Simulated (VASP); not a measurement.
Input for VASP

**INCAR**
```
ALGO=Normal
EDIFF=1E-7
ENCUT=400
GGA=PS
ISIF=2
ISMEAR=-5
LASPH=T
LCHARG=T
LMAXMIX=6
LORBIT=11
LREAL=F
LWAVE=F
NEDOS=601
NELM=100
PREC=Accurate
SYSTEM=HfTe
```

KPOINTS:
```
kpoints
0
Gamma
12 12 12
```

File POSCAR:
```
HfTe
1
    0.0000000000     2.8744976054     2.8744976054
    2.8744976054     0.0000000000     2.8744976054
    2.8744976054     2.8744976054     0.0000000000
Hf Te
1 1
Direct
  0.0000000000   0.0000000000   0.0000000000
  0.5000000000   0.5000000000   0.5000000000
```

POTCAR, in this order: Hf_pv Te (PBE.64 set). Program: vasp_std.

Translate this PBEsol calculation to Quantum ESPRESSO's pw.x.

One equivalent input (not run):
```
&CONTROL
  calculation = 'scf'
  pseudo_dir = './pseudo'
  outdir = './out'
  tprnfor = .true.
  tstress = .true.
/
&SYSTEM
  ibrav = 0
  nat = 2
  ntyp = 2
  ecutwfc = 82.3
  occupations = 'tetrahedra'
  input_dft = 'pbesol'
/
&ELECTRONS
  conv_thr = 7.3e-09
  electron_maxstep = 100
/
ATOMIC_SPECIES
  Hf 178.490 Hf.upf
  Te 127.600 Te.upf
CELL_PARAMETERS angstrom
     0.0000000    2.8744976    2.8744976
     2.8744976    0.0000000    2.8744976
     2.8744976    2.8744976    0.0000000
ATOMIC_POSITIONS crystal
  Hf   0.0000000  0.0000000  0.0000000
  Te   0.5000000  0.5000000  0.5000000
K_POINTS automatic
  12 12 12 0 0 0
```
The two are equivalent in intent, not identical: the potentials are each code's own (VASP's PAW set, PseudoDojo norm-conserving files in pw.x), so ENCUT and ecutwfc are chosen apart and not converted; conv_thr bounds pw.x's estimated SCF error, while EDIFF bounds the energy change between steps.

The structure was generated: HfTe was put into the rock salt type (Fm-3m), which need not be its known phase. It was relaxed first, which changed the volume by -39 %.
